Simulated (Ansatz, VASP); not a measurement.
# AgB2 in VASP and in Ansatz

The input INCAR:

```
PREC     = Accurate       # precision mode
ENCUT    = 520            # plane-wave cutoff, eV
EDIFF    = 1E-6           # SCF threshold, eV
ISMEAR   = 1              # smearing method
SIGMA    = 0.1            # smearing width, eV
LREAL    = False          # projectors in reciprocal space
LASPH    = True           # aspherical terms in the spheres
NELM     = 80             # most SCF steps
ALGO     = Normal         # electronic algorithm
ISIF     = 2              # what is computed and relaxed
LWAVE    = False          # write WAVECAR
LCHARG   = False          # write CHGCAR
GGA      = PS             # functional
NBANDS   = 16             # bands
```

The input KPOINTS:

```
regular mesh
0
Gamma
  11 11 7
```

Contents of POSCAR:

```
AgB2
1.0
    3.1006574342      0.0000000000      0.0000000000
   -1.5503287171      2.6852479464      0.0000000000
    0.0000000000      0.0000000000      4.1630809135
Ag B
1 2
Direct
    0.0000000000      0.0000000000      0.0000000000
    0.3333333333      0.6666666667      0.5000000000
    0.6666666667      0.3333333333      0.5000000000
```

Input for Ansatz:

```yaml
crystal:
  lattice:
    - [3.1006574342111732, 0.0, 0.0]
    - [-1.5503287171055866, 2.685247946370486, 0.0]
    - [0.0, 0.0, 4.163080913516151]
  atoms:
    - { symbol: Ag, position: [0.0, 0.0, 0.0] }
    - { symbol: B, position: [0.3333333333333333, 0.6666666666666666, 0.5] }
    - { symbol: B, position: [0.6666666666666666, 0.3333333333333333, 0.5] }
basis:
  ecutwfc: 653.073269903712
kpoints:
  mp_grid:
    grid: [11, 11, 7]
hamiltonian:
  xc: pbesol
scf:
  n_extra_bands: 4
  occupations:
    method: methfessel_paxton
output:
  stress: true
```

The cell comes from a database or a generator and needn't be the stable form of this composition.

Alike in both runs: task single point; functional PBEsol; k mesh 11 × 11 × 7; no spin polarisation.

```csv
,VASP,Ansatz
version,VASP 6.6.1,Ansatz 0.2.0
potentials or method,"VASP PAW PBE potentials, release 64 (Ag, B)","plane waves, PAW"
plane-wave cutoff (eV),520,653
occupations,"methfessel-paxton of order 1, width 0.1 eV",methfessel-paxton of order 1
valence electrons in the cell,17,25
```

VASP gave:

```
pressure (GPa)                                  : -14.4
largest component of the traceless stress (GPa) : 1.35
```

What did Ansatz give for the same quantities?

Pressure (GPa): -14.4; largest component of the traceless stress (GPa): 1.49.

The two sets of potentials don't hold the same shells in valence.

Caveats: the PAW data sets were made with another functional, which shifts forces and pressure a little (VASP).
